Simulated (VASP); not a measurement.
Input:

```xyz
4
Lattice="4.0186 0.0000 0.0000 -2.0093 3.4802 0.0000 0.0000 0.0000 4.9051" Properties=species:S:1:pos:R:3 pbc="T T T"
Y      0.0000     2.3201     3.6788
Y      2.0093     1.1601     1.2263
N      0.0000     2.3201     1.2263
N      2.0093     1.1601     3.6788
```

Computed with r2SCAN meta-GGA, VASP's PBE PAW potentials (set 64) (plane waves; VASP). Run with 520 eV cut-off, 7×7×5 Γ-centred mesh, tetrahedra with Blöchl corrections, potentials Y_sv N.

The cores are frozen, which limits the accuracy of field gradients.

### Question
Give the principal components of the electric field gradient (V/Å²) and the asymmetry η at each nucleus.

### Answer

```json
[
 {"atom": "Y1", "Vxx": "11.3", "Vyy": "11.3", "Vzz": "-22.6", "η": "0.00"},
 {"atom": "Y2", "Vxx": "11.3", "Vyy": "11.3", "Vzz": "-22.6", "η": "0.00"},
 {"atom": "N3", "Vxx": "2.0", "Vyy": "2.0", "Vzz": "-4.0", "η": "0.00"},
 {"atom": "N4", "Vxx": "2.0", "Vyy": "2.0", "Vzz": "-4.0", "η": "0.00"}
]
```

The structure comes from a computed database's YN entry (P6_3/mmc); how it stands against other phases isn't given here. It was relaxed first.
